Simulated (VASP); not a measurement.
Level of theory: rev-vdW-DF2, VASP's PBE PAW potentials (set 64) (plane waves; VASP 6.6.1).

The input files of a VASP run:

### KPOINTS
```
Automatic mesh
0
Gamma
9 9 9
0 0 0
```

**INCAR**
```
SYSTEM = ZnSe
PREC = Accurate
ENCUT = 520
EDIFF = 1E-7
NELM = 100
ALGO = Normal
LREAL = .FALSE.
LASPH = .TRUE.
ISMEAR = -5
GGA = MK
PARAM1 = 0.1234568
PARAM2 = 0.7114
ZAB_VDW = -1.8867
LUSE_VDW = .TRUE.
AGGAC = 0.0
LMAXMIX = 4
LWAVE = .FALSE.
LCHARG = .TRUE.
LORBIT = 11
NEDOS = 601
ISIF = 2
```

### POSCAR
```
ZnSe
1
   -0.0000000000     2.8505610766     2.8505610766
    2.8505610766     0.0000000000     2.8505610766
    2.8505610766     2.8505610766     0.0000000000
Zn Se
1 1
Direct
  0.0000000000   0.0000000000   0.0000000000
  0.2500000000   0.2500000000   0.2500000000
```

POTCAR, in this order: Zn Se (PBE.64 set). Program: vasp_std.

The run wrote:

OSZICAR:
```
       N       E                     dE             d eps       ncg     rms          rms(c)
DAV:   1     0.923629634519E+02    0.92363E+02   -0.90860E+03   910   0.156E+03
DAV:   2     0.392629350746E+01   -0.88437E+02   -0.85056E+02   960   0.279E+02
DAV:   3    -0.210807651534E+01   -0.60344E+01   -0.60026E+01  1125   0.725E+01
DAV:   4    -0.216953769461E+01   -0.61461E-01   -0.61446E-01   965   0.787E+00
DAV:   5    -0.216987906130E+01   -0.34137E-03   -0.34136E-03  1105   0.556E-01    0.464E+00
DAV:   6    -0.189622425325E+01    0.27365E+00   -0.70197E-01  1313   0.283E+01    0.349E+00
DAV:   7    -0.187964989956E+01    0.16574E-01   -0.18025E-01  1000   0.434E+00    0.148E+00
DAV:   8    -0.187907959524E+01    0.57030E-03   -0.35555E-03  1080   0.632E-01    0.459E-01
DAV:   9    -0.187903796733E+01    0.41628E-04   -0.85684E-04   990   0.280E-01    0.638E-02
DAV:  10    -0.187906976188E+01   -0.31795E-04   -0.76283E-05  1010   0.827E-02    0.169E-02
DAV:  11    -0.187907265132E+01   -0.28894E-05   -0.10643E-05   985   0.292E-02    0.351E-03
DAV:  12    -0.187907298691E+01   -0.33558E-06   -0.11397E-06  1105   0.919E-03    0.250E-03
DAV:  13    -0.187907289478E+01    0.92131E-07   -0.12772E-07   683   0.415E-03
   1 F= -.18790729E+01 E0= -.18790729E+01  d E =0.000000E+00
```

### OUTCAR
```
------------------------ aborting loop because EDIFF is reached ----------------------------------------
  FORCE on cell =-STRESS in cart. coord.  units (eV):
  Direction    XX          YY          ZZ          XY          YZ          ZX
  --------------------------------------------------------------------------------------
  Total       -0.0000139     -0.0000139     -0.0000139     -0.0000000     -0.0000000      0.0000000
  in kB       -0.0004800     -0.0004800     -0.0004800     -0.0000000     -0.0000000      0.0000000
  external PRESSURE =      -0.0004800 kB  Pullay stress =       0.0000000 kB
  volume of cell :       46.33
      direct lattice vectors                 reciprocal lattice vectors
     0.000000000  2.850561077  2.850561077    -0.175404065  0.175404065  0.175404065
     2.850561077  0.000000000  2.850561077     0.175404065 -0.175404065  0.175404065
     2.850561077  2.850561077  0.000000000     0.175404065  0.175404065 -0.175404065
  FREE ENERGIE OF THE ION-ELECTRON SYSTEM (eV)
  ---------------------------------------------------
  free  energy   TOTEN  =        -1.8790728948 eV

  energy  without entropy=       -1.8790728948  energy(sigma->0) =       -1.87907289

 total charge

# of ion       s       p       d       tot
------------------------------------------
    1        0.538   0.435   9.788  10.761
    2        1.443   2.408   0.029   3.880
--------------------------------------------------
tot          1.981   2.843   9.816  14.641
```
(Selected blocks of OUTCAR.)

The compound is ZnSe in the zinc blende structure. It was relaxed first.
